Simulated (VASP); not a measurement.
All values below come from PBE GGA, VASP's PBE PAW potentials (set 64) (plane waves; VASP 6.6.1).

The input files of a VASP run:

**KPOINTS**
```
Automatic mesh
0
Gamma
9 9 9
0 0 0
```

### INCAR
```
NELM = 100   ! most electronic steps
LREAL = .False.   ! projection in real space or not
SYSTEM = Mn
ALGO = Normal
MAGMOM = 4.0 4.0
ENCUT = 300
LWAVE = .False.
ISPIN = 2
EDIFF = 1E-6
LORBIT = 11
LMAXMIX = 4
GGA = PE
ISIF = 2   ! forces and stress, cell fixed
PREC = Accurate
LASPH = .True.   ! aspherical one-centre terms
ISMEAR = 0
SIGMA = 0.1   ! width (eV)
LCHARG = .False.
```

### POSCAR
```
Mn
1
    0.0000000000     2.6144440000     2.6144440000
    2.6144440000     0.0000000000     2.6144440000
    2.6144440000     2.6144440000     0.0000000000
Mn
2
Direct
  0.7500000000   0.7500000000   0.7500000000
  0.5000000000   0.5000000000   0.5000000000
```

POTCAR, in this order: Mn_pv (PBE.64 set). Program: vasp_std.

At this cut-off the stress carries a Pulay error, which pulls relaxed volumes low. The moments were started parallel, and other spin orders were not tried in this run.

### Question
Estimate the energy per atom (σ→0), cell moment, pressure, band gap (on the k-mesh).

### Answer

| Property | Value |
|---|---|
| energy per atom (σ→0) | -7.439 eV/atom |
| cell moment | -0.01 μB |
| band gap (on the k-mesh) | none (metal, semimetal or under 0.01 eV) |
| pressure | -16.93 GPa |

### OSZICAR
```
...
DAV:   8    -0.147982543883E+02   -0.27739E+00   -0.15465E-01  3075   0.325E+00    0.316E+00
DAV:   9    -0.148595983156E+02   -0.61344E-01   -0.21828E-01  3120   0.359E+00    0.152E+00
DAV:  10    -0.148731324807E+02   -0.13534E-01   -0.34950E-02  3080   0.180E+00    0.114E+00
DAV:  11    -0.148816900953E+02   -0.85576E-02   -0.72995E-03  3080   0.819E-01    0.233E-01
DAV:  12    -0.148826271098E+02   -0.93701E-03   -0.12620E-03  2970   0.297E-01    0.791E-02
DAV:  13    -0.148827490938E+02   -0.12198E-03   -0.10082E-04  3045   0.108E-01    0.478E-02
DAV:  14    -0.148827493482E+02   -0.25437E-06   -0.57074E-06  3017   0.152E-02
   1 F= -.14882749E+02 E0= -.14877537E+02  d E =-.104249E-01  mag=    -0.0055
```

The structure was generated: Mn was put into an ordered model structure, which need not be its known phase. The cell was not relaxed at this level.
